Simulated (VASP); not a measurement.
Consider the following.

```xyz
5
Lattice="5.9199 0.0000 0.0000 0.0000 5.9199 0.0000 0.0000 0.0000 5.9199" Properties=species:S:1:pos:R:3 pbc="T T T"
Cs     0.0000     0.0000     0.0000
Pb     2.9599     2.9599     2.9599
Br     2.9599     0.0000     2.9599
Br     0.0000     2.9599     2.9599
Br     2.9599     2.9599     0.0000
```

These are rev-vdW-DF2, VASP's PBE PAW potentials (set 64) (plane waves; VASP) values and carry that method's errors. Settings: 520 eV cut-off, 4×4×4 Γ-centred mesh, Gaussian smearing of 0.050 eV, potentials Cs_sv Pb_d Br.

Unless said otherwise, spin-orbit coupling is left out, though it shifts the bands of the heavy elements here.

### Question
Predict the energy per atom (σ→0), band gap (on the k-mesh) with the smallest direct gap where there is one.

### Answer

The band gap (on the k-mesh) is 1.63 eV, the smallest direct gap (on the k-mesh) comes out as 1.63 eV and the energy per atom (σ→0) is -113.3 kJ/mol of atoms.

Total energies compare only between runs with the same potentials, cut-off and functional.

The compound is CsPbBr3 in the cubic perovskite structure, the ideal cubic form; the compound distorts at low or room temperature. It was relaxed first. The start is the result of an earlier pass.
